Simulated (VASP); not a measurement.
# KNa with r2SCAN: from relaxation to properties

What structure does KNa take at this level, and what are its properties? The steps: relaxing cell and atoms (r2SCAN), second relaxation, density, ELF and potential (r2SCAN), band structure (r2SCAN), total and projected DOS (r2SCAN), field gradients at the nuclei (r2SCAN) and elastic constants (r2SCAN). The cell is invented: it takes the structure of a Materials Project entry for K (space group 225 there), with some of its atoms replaced by other elements, volume scaled by an estimate. It may not be a known or stable phase. Left out of this account: 1 further run (relaxation: a spoilt try).

Calculated with VASP 6.6.1; r2SCAN; plane waves and PAW (K_sv, Na_pv); invented cell.

**1. Set-up**

Before any relaxation, the start is as follows. Symmetry: R-3m, No. 166, trigonal system. Conventional cell: a = 4.356 Å, b = 4.356 Å, c = 21.340 Å, α = 90.00°, β = 90.00°, γ = 120.00°. K has 6 K at 4.36 Å and 6 Na at 4.36 Å nearest. Nearest to Na lie 6 Na at 4.36 Å and 6 K at 4.36 Å. It derives from K. it takes the structure of a Materials Project entry for K (space group 225 there), with some of its atoms replaced by other elements, volume scaled by an estimate. Farther neighbours are not listed.

**2. Relaxing cell and atoms (r2SCAN)**

Properties are meant for the cell that this level of theory prefers, so cell and atoms are relaxed first (ISIF = 3) until forces and stress are small; EDIFFG sets the threshold. r2SCAN adds the kinetic-energy density, costs more than a GGA and is run with LASPH.

File INCAR:

```
SYSTEM = KNa
PREC = Accurate
ENCUT = 400
EDIFF = 1E-06
NELM = 100
ISMEAR = -1
SIGMA = 0.05
LREAL = .FALSE.
ALGO = Normal
METAGGA = R2SCAN
LASPH = .TRUE.
LORBIT = 11
LWAVE = .FALSE.
LCHARG = .FALSE.
IBRION = 2
NSW = 60
ISIF = 3
EDIFFG = -0.01
```

File POSCAR:

```
KNa
1.0
    2.1779970000      1.2574670000      7.1133080000
   -2.1779970000      1.2574670000      7.1133080000
    0.0000000000     -2.5149340000      7.1133080000
K Na
1 1
Direct
    0.5000000000      0.5000000000      0.5000000000
    0.0000000000      0.0000000000      0.0000000000
```

File KPOINTS:

```
Automatic mesh
0
Gamma
5 5 5
0 0 0
```

The projector-augmented-wave data sets are K_sv and Na_pv (PBE family, release 64).

Started as:

```sh
$ mpirun -np 1 vasp_std
```

What it wrote:

```text
[banner, memory and clock lines left out]
running    1 mpi-ranks, on    1 nodes
 distrk:  each k-point on    1 cores,    1 groups
 distr:  one band on    1 cores,    1 groups

 POSCAR found type information on POSCAR K Na
 POSCAR found :  2 types and       2 ions
|                                                                             |
|               ----> ADVICE to this user running VASP <----                  |
|                                                                             |
|     You enforced a specific xc type in the INCAR file but a different       |
|     [... a line on the potential file left out ...]
|     I HOPE YOU KNOW WHAT YOU ARE DOING!                                     |
|                                                                             |

 LDA part: xc-table for (None), standard interpolation
 POSCAR, INCAR and KPOINTS ok, starting setup
 FFT: planning ... GRIDC
 FFT: planning ... GRID_SOFT
 FFT: planning ... GRID
 WAVECAR not read
 entering main loop
       N       E                     dE             d eps       ncg     rms          rms(c)
DAV:   1     0.759426627210E+02    0.75943E+02   -0.72274E+03   504   0.944E+02
DAV:   2    -0.592412961090E+01   -0.81867E+02   -0.79568E+02   480   0.270E+02
DAV:   3    -0.118466687533E+02   -0.59225E+01   -0.58767E+01   812   0.649E+01
DAV:   4    -0.123429305971E+02   -0.49626E+00   -0.49385E+00   640   0.102E+01
DAV:   5    -0.123544459173E+02   -0.11515E-01   -0.11506E-01   732   0.151E+00    0.224E+00
DAV:   6    -0.948427564311E+01    0.28702E+01   -0.16518E+00   520   0.109E+01    0.892E-01
DAV:   7    -0.949055969453E+01   -0.62841E-02   -0.88997E-02   532   0.260E+00    0.676E-01
DAV:   8    -0.949454006256E+01   -0.39804E-02   -0.28664E-02   524   0.189E+00    0.132E-01
DAV:   9    -0.949463031910E+01   -0.90257E-04   -0.34902E-03   628   0.494E-01    0.639E-02
DAV:  10    -0.949450268630E+01    0.12763E-03   -0.56095E-04   520   0.259E-01    0.332E-02
DAV:  11    -0.949448166764E+01    0.21019E-04   -0.57080E-05   648   0.409E-02    0.116E-02
DAV:  12    -0.949441998220E+01    0.61685E-04   -0.10698E-05   500   0.296E-02    0.413E-03
DAV:  13    -0.949442861071E+01   -0.86285E-05   -0.10376E-06   524   0.651E-03    0.881E-04
DAV:  14    -0.949442988420E+01   -0.12735E-05   -0.70110E-08   280   0.331E-03    0.475E-04
DAV:  15    -0.949442915552E+01    0.72868E-06   -0.20254E-08   276   0.155E-03
   1 F= -.94944292E+01 E0= -.94909834E+01  d E =-.949443E+01
 curvature:   0.00 expect dE= 0.000E+00 dE for cont linesearch  0.000E+00
 trial: gam= 0.00000 g(F)=  0.270E-59 g(S)=  0.330E-02 ort = 0.000E+00 (trialstep = 0.100E+01)
 search vector abs. value=  0.330E-02
 bond charge predicted
       N       E                     dE             d eps       ncg     rms          rms(c)
DAV:   1    -0.951977059519E+01   -0.25341E-01   -0.68236E-01   532   0.128E+01    0.951E-01
DAV:   2    -0.950305352703E+01    0.16717E-01   -0.37045E-02   676   0.253E+00    0.483E-01
DAV:   3    -0.949732323537E+01    0.57303E-02   -0.15851E-02   796   0.149E+00    0.179E-01
DAV:   4    -0.949741631823E+01   -0.93083E-04   -0.57437E-04   568   0.188E-01    0.106E-01
DAV:   5    -0.949750821179E+01   -0.91894E-04   -0.25790E-04   760   0.673E-02    0.171E-02
DAV:   6    -0.949750039047E+01    0.78213E-05   -0.10803E-05   504   0.342E-02    0.972E-03
DAV:   7    -0.949750478763E+01   -0.43972E-05   -0.27735E-06   544   0.137E-02    0.145E-03
DAV:   8    -0.949750622268E+01   -0.14351E-05   -0.27040E-07   232   0.571E-03    0.680E-04
DAV:   9    -0.949750788423E+01   -0.16615E-05   -0.58589E-08   228   0.291E-03    0.380E-04
DAV:  10    -0.949750805600E+01   -0.17177E-06   -0.15581E-08   228   0.919E-04
   2 F= -.94975081E+01 E0= -.94940913E+01  d E =-.307890E-02
 ZBRENT: can't locate minimum, use default step
 trial-energy change:   -0.003079  1 .order   -0.002977   -0.003304   -0.002651
 step:   4.0000(harm=  5.0618)  dis= 0.00000  next Energy=    -9.502791 (dE=-0.836E-02)
 bond charge predicted
       N       E                     dE             d eps       ncg     rms          rms(c)
DAV:   1    -0.971194094304E+01   -0.21443E+00   -0.62269E+00   528   0.383E+01    0.290E+00
DAV:   2    -0.955333669038E+01    0.15860E+00   -0.33670E-01   604   0.773E+00    0.145E+00
DAV:   3    -0.950074302717E+01    0.52594E-01   -0.13294E-01   664   0.450E+00    0.497E-01
DAV:   4    -0.950152001904E+01   -0.77699E-03   -0.10353E-02   692   0.669E-01    0.309E-01
DAV:   5    -0.950209170197E+01   -0.57168E-03   -0.14080E-03   820   0.212E-01    0.468E-02
DAV:   6    -0.950211654010E+01   -0.24838E-04   -0.12304E-04   652   0.137E-01    0.220E-02
DAV:   7    -0.950212905522E+01   -0.12515E-04   -0.17104E-05   608   0.375E-02    0.213E-03
DAV:   8    -0.950213504433E+01   -0.59891E-05   -0.13019E-06   524   0.123E-02    0.165E-03
DAV:   9    -0.950213757556E+01   -0.25312E-05   -0.14675E-07   236   0.314E-03    0.389E-04
DAV:  10    -0.950214045256E+01   -0.28770E-05   -0.52949E-08   240   0.253E-03    0.150E-04
DAV:  11    -0.950214022550E+01    0.22705E-06   -0.16219E-08   240   0.851E-04
   3 F= -.95021402E+01 E0= -.94987988E+01  d E =-.771107E-02
 curvature:  -2.36 expect dE=-0.463E-04 dE for cont linesearch -0.190E-05
 trial: gam=-0.00968 g(F)=  0.215E-59 g(S)=  0.196E-04 ort = 0.516E-04 (trialstep = 0.160E+01)
 search vector abs. value=  0.189E-04
 reached required accuracy - stopping structural energy minimisation
```

Wall time 5.6 min (1 MPI rank of Intel Xeon 6975P-C (Granite Rapids), shared host); peak memory 0.38 GiB.

Lines that name or quote the potential files are left out of all logs, and their timing lines are given in words.

OUTCAR, selected parts (step 2):

```text
ion  position               nearest neighbor table
   1  0.500  0.500  0.500-
   2  0.000  0.000  0.000-

  LATTYP: Found a trigonal (rhomboedric) cell.
 ALAT       =     7.5448025084
 COS(alpha) =     0.8333333149

 Subroutine GETGRP returns: Found 12 space group operations
 (whereof 12 operations were pure point group operations)

The static configuration has the point symmetry D_3d.

 Found     19 irreducible k-points:

   k-points           NKPTS =     19   k-points in BZ     NKDIM =     19   number of bands    NBANDS=     12

   dimension x,y,z NGX =    50 NGY =   50 NGZ =   50
   dimension x,y,z NGXF=   100 NGYF=  100 NGZF=  100

   ENCUT  =  400.0 eV  29.40 Ry    5.42 a.u.  12.30 12.30 12.30*2*pi/ulx,y,z

   NELECT =      16.0000    total number of electrons

 k-points in reciprocal lattice and weights: Automatic mesh
   0.00000000  0.00000000  0.00000000       0.008
   0.20000000  0.00000000  0.00000000       0.048
   0.40000000 -0.00000000  0.00000000       0.048
   0.20000000  0.20000000  0.00000000       0.048
   0.40000000  0.20000000  0.00000000       0.096
  -0.40000000  0.20000000  0.00000000       0.096
  -0.20000000  0.20000000  0.00000000       0.048
   0.40000000  0.40000000  0.00000000       0.048
  -0.40000000  0.40000000  0.00000000       0.048
[...]
0.40000000  0.40000000  0.40000000       0.016
  -0.40000000  0.40000000  0.40000000       0.048

 average (electrostatic) potential at core
       1 -42.9382       2 -55.7016

 E-fermi :   0.1089

 k-point     1 :       0.0000    0.0000    0.0000
  band No.  band energies     occupation
    ...
      4     -26.2100      2.00000
      5     -16.2082      2.00000
      6     -16.1904      2.00000
      7     -16.1904      2.00000
      8      -2.6770      2.00000
      9       0.6253      0.00007
     10       0.7624      0.00000
     11       5.0797      0.00000
     12       5.0797      0.00000

 k-point     2 :       0.2000    0.0000    0.0000
  band No.  band energies     occupation
    ...
      4     -26.2105      2.00000
      5     -16.2360      2.00000
      6     -16.2011      2.00000
      7     -16.2007      2.00000
      8      -2.1514      2.00000
      9       0.6940      0.00002
     10       1.5379      0.00000
     11       3.8346      0.00000
     12       5.1139      0.00000

 k-point     3 :       0.4000   -0.0000    0.0000
  band No.  band energies     occupation
    ...
      4     -26.2113      2.00000
      5     -16.3083      2.00000
      6     -16.2174      2.00000
      7     -16.1895      2.00000
      8      -0.6656      2.00000
      9       1.3309      0.00000
     10       1.6408      0.00000
     11       2.9009      0.00000
     12       3.2732      0.00000

  Total       -0.0171388     -0.0171388      0.0150573      0.0000000      0.0000000      0.0000000
  in kB       -0.2497730     -0.2497730      0.2194376      0.0000000      0.0000000      0.0000000
  external PRESSURE =      -0.0933695 kB  Pullay stress =       0.0000000 kB

  energy-cutoff  :      400.00
  volume of cell :      109.94
      direct lattice vectors                 reciprocal lattice vectors
     2.140111522  1.235593817  6.929200511     0.233632684  0.134887909  0.048105598
    -2.140111522  1.235593817  6.929200511    -0.233632684  0.134887909  0.048105598
     0.000000000 -2.471187634  6.929200511     0.000000000 -0.269775818  0.048105598

 POSITION                                       TOTAL-FORCE (eV/Angst)
 -----------------------------------------------------------------------------------
      0.00000      0.00000     10.39380        -0.000000     -0.000000     -0.000000
      0.00000      0.00000      0.00000         0.000000      0.000000      0.000000
 -----------------------------------------------------------------------------------
    total drift:                               -0.000000     -0.000000      0.000000

  FREE ENERGIE OF THE ION-ELECTRON SYSTEM (eV)
  ---------------------------------------------------
  free  energy   TOTEN  =        -9.5021402255 eV

  energy  without entropy=       -9.4954574677  energy(sigma->0) =       -9.49879885

 reached required accuracy - stopping structural energy minimisation

 total charge
# of ion       s       p       d       tot
------------------------------------------
    1        1.981   5.660   0.008   7.649
    2        0.078   5.962   0.000   6.040
--------------------------------------------------
tot          2.059  11.622   0.008  13.688

[... 3 further parts left out ...]
```

The k-mesh is coarse for a metal. The PAW data sets were made with PBE, which is usual practice but a small mismatch for other functionals. The run keeps the 12 symmetry operations of its start, so it cannot find a distortion of lower symmetry.

The steps of the relaxation:

| step | energy less that of the first step (eV) | largest force (eV/Å) | pressure (GPa) | volume (Å³) |
| --- | --- | --- | --- | --- |
| 1 | 0.0000 | 0.0000 | -0.29 | 116.89 |
| 2 | -0.0031 | 0.0000 | -0.24 | 115.13 |
| 3 | -0.0077 | 0.0000 | -0.01 | 109.94 |

| conventional cell, symmetrised | before | after | change |
| --- | --- | --- | --- |
| a (Å) | 4.356 | 4.280 | -1.7 % |
| b (Å) | 4.356 | 4.280 | -1.7 % |
| c (Å) | 21.340 | 20.788 | -2.6 % |
| volume (Å³/atom) | 58.44 | 54.97 | -5.9 % |

The relaxed structure:

```xyz
2
Lattice="2.1401 1.2356 6.9292 -2.1401 1.2356 6.9292 0.0000 -2.4712 6.9292" Properties=species:S:1:pos:R:3 pbc="T T T"
K     0.0000    0.0000   10.3938
Na    0.0000    0.0000    0.0000
```

Numbers from this step:

```
electrons                       : 16
bands                           : 12
irreducible k-points            : 19
symmetry operations             : 12
free energy (TOTEN)             : -9.502 eV
energy at zero smearing         : -9.499 eV
Fermi energy                    : 0.1089 eV
pressure                        : -0.009337 GPa
metallic                        : yes
SCF cycles over all ionic steps : 36
```

It ends with forces that vanish by symmetry and a pressure of -0.01 GPa.

**3. Second relaxation**

A relaxation keeps the plane waves of the cell it began with, so it is repeated from the new cell, on a basis made for it.

INCAR is that of step 2.

File POSCAR:

```
KNa
1.0
    2.1401115222      1.2355938172      6.9292005114
   -2.1401115222      1.2355938172      6.9292005114
    0.0000000000     -2.4711876345      6.9292005114
K Na
1 1
Direct
    0.5000000000      0.5000000000      0.5000000000
    0.0000000000      0.0000000000      0.0000000000
```

KPOINTS is that of step 2.

Started as:

```sh
$ mpirun -np 1 vasp_std
```

What it wrote:

```text
[banner, memory and clock lines left out]
running    1 mpi-ranks, on    1 nodes
 distrk:  each k-point on    1 cores,    1 groups
 distr:  one band on    1 cores,    1 groups

 POSCAR found type information on POSCAR K Na
 POSCAR found :  2 types and       2 ions
 [... a notice as in an earlier step ...]

 LDA part: xc-table for (None), standard interpolation
 POSCAR, INCAR and KPOINTS ok, starting setup
 FFT: planning ... GRIDC
 FFT: planning ... GRID_SOFT
 FFT: planning ... GRID
 WAVECAR not read
 entering main loop
       N       E                     dE             d eps       ncg     rms          rms(c)
DAV:   1     0.881658445899E+02    0.88166E+02   -0.71398E+03   472   0.950E+02
DAV:   2    -0.470091190528E+01   -0.92867E+02   -0.88871E+02   472   0.282E+02
DAV:   3    -0.117135036618E+02   -0.70126E+01   -0.68361E+01   776   0.722E+01
DAV:   4    -0.123632177245E+02   -0.64971E+00   -0.64759E+00   696   0.125E+01
DAV:   5    -0.123803002395E+02   -0.17083E-01   -0.17076E-01   696   0.183E+00    0.233E+00
DAV:   6    -0.949272141372E+01    0.28876E+01   -0.16328E+00   528   0.110E+01    0.977E-01
DAV:   7    -0.949773044312E+01   -0.50090E-02   -0.75136E-02   544   0.255E+00    0.702E-01
DAV:   8    -0.949994675050E+01   -0.22163E-02   -0.24040E-02   540   0.179E+00    0.102E-01
DAV:   9    -0.950001264978E+01   -0.65899E-04   -0.27582E-03   636   0.453E-01    0.584E-02
DAV:  10    -0.949987738910E+01    0.13526E-03   -0.41231E-04   592   0.233E-01    0.267E-02
DAV:  11    -0.949983319724E+01    0.44192E-04   -0.25457E-05   652   0.317E-02    0.110E-02
DAV:  12    -0.949976558242E+01    0.67615E-04   -0.88366E-06   488   0.293E-02    0.358E-03
DAV:  13    -0.949977894993E+01   -0.13368E-04   -0.61423E-07   472   0.643E-03    0.711E-04
DAV:  14    -0.949977684221E+01    0.21077E-05   -0.81756E-08   272   0.353E-03    0.373E-04
DAV:  15    -0.949977653793E+01    0.30428E-06   -0.21599E-08   268   0.147E-03
   1 F= -.94997765E+01 E0= -.94964348E+01  d E =-.949978E+01
 curvature:   0.00 expect dE= 0.000E+00 dE for cont linesearch  0.000E+00
 trial: gam= 0.00000 g(F)=  0.242E-58 g(S)=  0.513E-04 ort = 0.000E+00 (trialstep = 0.100E+01)
 search vector abs. value=  0.513E-04
 bond charge predicted
       N       E                     dE             d eps       ncg     rms          rms(c)
DAV:   1    -0.950017550305E+01   -0.39866E-03   -0.10757E-02   540   0.164E+00    0.120E-01
DAV:   2    -0.949991049909E+01    0.26500E-03   -0.58822E-04   664   0.315E-01    0.610E-02
DAV:   3    -0.949981805252E+01    0.92447E-04   -0.25190E-04   820   0.186E-01    0.231E-02
DAV:   4    -0.949982394975E+01   -0.58972E-05   -0.60608E-06   544   0.221E-02    0.137E-02
DAV:   5    -0.949983327698E+01   -0.93272E-05   -0.53561E-06   692   0.989E-03    0.273E-03
DAV:   6    -0.949983260682E+01    0.67016E-06   -0.15183E-07   276   0.439E-03
   2 F= -.94998326E+01 E0= -.94964925E+01  d E =-.560689E-04
 trial-energy change:   -0.000056  1 .order   -0.000042   -0.000051   -0.000033
 step:   2.7740(harm=  2.7740)  dis= 0.00000  next Energy=    -9.499848 (dE=-0.712E-04)
 reached required accuracy - stopping structural energy minimisation
```

The job ended after 2.5 min (1 MPI rank; peak memory 0.34 GiB).

From OUTCAR (step 3):

```text
  LATTYP: Found a trigonal (rhomboedric) cell.
 ALAT       =     7.3566697041
 COS(alpha) =     0.8307454741

The static configuration has the point symmetry D_3d.

 Found     19 irreducible k-points:

   dimension x,y,z NGX =    48 NGY =   48 NGZ =   48
   dimension x,y,z NGXF=    96 NGYF=   96 NGZF=   96

   ENCUT  =  400.0 eV  29.40 Ry    5.42 a.u.  12.00 12.00 12.00*2*pi/ulx,y,z

   NELECT =      16.0000    total number of electrons

 E-fermi :   0.1142

 k-point     1 :       0.0000    0.0000    0.0000
  band No.  band energies     occupation
    ...
      4     -26.2021      2.00000
      5     -16.2029      2.00000
      6     -16.1848      2.00000
      7     -16.1848      2.00000
      8      -2.6747      2.00000
      9       0.6312      0.00006
     10       0.7680      0.00000
     11       5.0860      0.00000
     12       5.0861      0.00000

 k-point     2 :       0.2000    0.0000    0.0000
  band No.  band energies     occupation
    ...
      4     -26.2027      2.00000
      5     -16.2307      2.00000
      6     -16.1957      2.00000
      7     -16.1952      2.00000
      8      -2.1485      2.00000
      9       0.6997      0.00002
     10       1.5443      0.00000
     11       3.8407      0.00000
     12       5.1223      0.00000

  Total       -0.0171405     -0.0171404     -0.0168357      0.0000000      0.0000000     -0.0000000
  in kB       -0.2502786     -0.2502786     -0.2458289      0.0000000      0.0000000     -0.0000000
  external PRESSURE =      -0.2487953 kB  Pullay stress =       0.0000000 kB

  energy-cutoff  :      400.00
  volume of cell :      109.73
      direct lattice vectors                 reciprocal lattice vectors
     2.138749038  1.234807187  6.924667350     0.233781520  0.134973839  0.048137090
    -2.138749038  1.234807187  6.924667350    -0.233781520  0.134973839  0.048137090
     0.000000000 -2.469614374  6.924667350     0.000000000 -0.269947678  0.048137090

 POSITION                                       TOTAL-FORCE (eV/Angst)
 -----------------------------------------------------------------------------------
      0.00000     -0.00000     10.38700         0.000000      0.000000     -0.000000
      0.00000     -0.00000     20.77400        -0.000000     -0.000000      0.000000
 -----------------------------------------------------------------------------------
    total drift:                                0.000000      0.000000     -0.000000

  FREE ENERGIE OF THE ION-ELECTRON SYSTEM (eV)
  ---------------------------------------------------
  free  energy   TOTEN  =        -9.4998326068 eV

  energy  without entropy=       -9.4931524574  energy(sigma->0) =       -9.49649253

[... 5 parts as in an earlier step ...]

[... 6 further parts left out ...]
```

CONTCAR:

```
KNa
   1.00000000000000
     2.1387490377928260    1.2348071867400345    6.9246673495080833
    -2.1387490377928260    1.2348071867400345    6.9246673495080833
     0.0000000000000000   -2.4696143735799403    6.9246673495080717
  K               Na
     1     1
Direct
     0.5000000000000000    0.5000000000000000    0.5000000000000000
     1.0000000000000000    1.0000000000000000    1.0000000000000000
```

Little changed from the start: no atom moved by 0.005 Å and no cell edge by 0.1 %.

Numbers from this step:

```yaml
free_energy_toten: -9.500 eV
energy_at_zero_smearing: -9.496 eV
fermi_energy: 0.1142 eV
pressure: -0.02488 GPa
scf_cycles_over_all_ionic_steps: 21
```

It ends with forces that vanish by symmetry and a pressure of -0.02 GPa.

(Continued in part 2 of 3.)

[Lines on the potential files, build, host, timing and source positions are cut from VASP's logs without a mark.]

[Logs are printed without paths, hosts, clocks, repeated set-up lines and the standing remarks that a program may print on its own settings, such as how far it seeks lower states.]

[Hosts, paths, dates, database ids (printed as entryN), source tags and the programs' standing remarks are cut or masked in the printed files.]

[A measured line is paired with the nearest computed mode of its activity, which favours agreement.]
